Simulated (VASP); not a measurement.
Consider the following.

```
Hf3TiN4
1.0
    0.00000     2.22057     2.22057
    2.22057     0.00000     2.22057
    8.83007     8.83007     0.05219
Ti N Hf
1 4 3
Direct
  0.00000   0.00000   0.00000
  0.51021   0.51021   0.11734
  0.50565   0.50565   0.37076
  0.49435   0.49435   0.62924
  0.48979   0.48979   0.88266
  0.01120   0.01120   0.24160
  0.00000   0.00000   0.50000
  0.98880   0.98880   0.75840
```

All values below come from PBEsol GGA, VASP's PBE PAW potentials (set 64) (plane waves; VASP). Run with 520 eV cut-off, Gaussian smearing of 0.050 eV, potentials Ti_sv N Hf_pv.

Task: Give the energies of bands 23 to 36 at the high-symmetry points, in eV from the Fermi level.

Result: 
| band | Γ | T | H2 | L | S0 | F |
|---|---|---|---|---|---|---|
| 23 | -4.99 | -5.74 | -5.62 | -5.80 | -5.62 | -5.83 |
| 24 | -4.99 | -4.10 | -5.61 | -5.63 | -5.61 | -5.44 |
| 25 | -4.84 | -4.02 | -5.57 | -5.40 | -5.58 | -5.16 |
| 26 | -4.84 | -3.67 | -5.54 | -5.01 | -5.53 | -5.13 |
| 27 | -2.79 | -3.67 | -5.52 | -4.62 | -5.53 | -4.84 |
| 28 | -2.79 | -3.60 | -4.97 | -4.09 | -4.97 | -3.69 |
| 29 | -2.72 | -3.60 | -4.95 | -4.00 | -4.96 | -3.58 |
| 30 | -0.54 | -0.32 | 0.26 | -2.34 | 0.26 | -3.54 |
| 31 | -0.54 | -0.32 | 0.49 | -2.23 | 0.58 | -0.61 |
| 32 | -0.37 | -0.08 | 0.79 | 1.39 | 0.71 | -0.40 |
| 33 | 0.40 | 0.03 | 1.33 | 1.59 | 1.28 | 1.59 |
| 34 | 0.78 | 0.29 | 1.47 | 1.76 | 1.47 | 1.77 |
| 35 | 0.78 | 0.29 | 1.76 | 1.86 | 1.84 | 2.75 |
| 36 | 0.87 | 1.71 | 2.72 | 2.89 | 2.55 | 3.10 |

It has no gap at this level: it comes out as a metal or semimetal.

The structure was generated: Hf3TiN4 was put into an ordered model structure (R-3m), which need not be its known phase. It was relaxed first.
